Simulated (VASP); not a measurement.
SnO2: band gap against strain

SnO2 (rutile, P4_2/mnm, 11.912 Å³/atom and stress up to 0.17 GPa in the relaxed cell, c along z) under an equal strain ε along x and y, with z held. LDA in VASP (plane waves, PAW), 600 eV, 8×8×10 Γ-centred mesh, Gaussian smearing 0.05 eV; ions are relaxed, or left where forces stay under 0.02 eV/Å, within the symmetry of each cell. Gaps are the smallest on the run's k-mesh, which can miss an edge that lies off it, without spin-orbit coupling; in all rows the valence edge lies at Γ and the conduction edge at Γ.

Here s stands for strain and Eg for gap.

| strain (%) | gap (eV) |
|---|---|
| -3.00 | ? |
| -1.50 | 1.459 |
| -1.00 | 1.350 |
| -0.50 | 1.244 |
| 0.00 | 1.140 |

Fit Eg of the 4 rows that show it with a straight line. Means: s -0.75000, Eg 1.2982. About the means, the sum of products is -0.26575 and the sum of squares of s is 1.2500; the slope is their ratio. Least squares gives Eg = 1.1388 - 0.21260·s. Residuals (row less fit): 0.0013, -0.0014, -0.0011, 0.0012; standard error 0.0018 (degrees of freedom: 2). Over these rows the gap moves by -21.3 ± 0.2 eV per unit strain.

Problem. What does the fit predict for Eg at s = -3.00, and how far is the calculated value from it?

Solution. Eg = 1.1388 - 0.21260 × (-3.0) = 1.7766 eV. The calculation gives 1.805 eV, 0.0284 eV above the prediction (4.3 % of the range of Eg in the table). The row lies outside the fitted rows, so this is an extrapolation. From the scatter of the fitted rows alone, a prediction at this place has a standard error of 0.0041 eV, so the miss is 6.9 times that.

A polynomial of degree 2 through the 6 other runs of the series gives 1.805 there, so most of the miss is curvature that the fit leaves out. Spin-orbit coupling is left out, which can shift this property for SnO2. Rows are the converged runs of the series near zero and its far end; series whose fitted rows scatter by over a few per cent of the range, as at a crossing or softening among them, aren't shown in this form, nor equations of state whose B0' disagrees with the runs' pressures. Most that stay on the fit to the last digits aren't either.
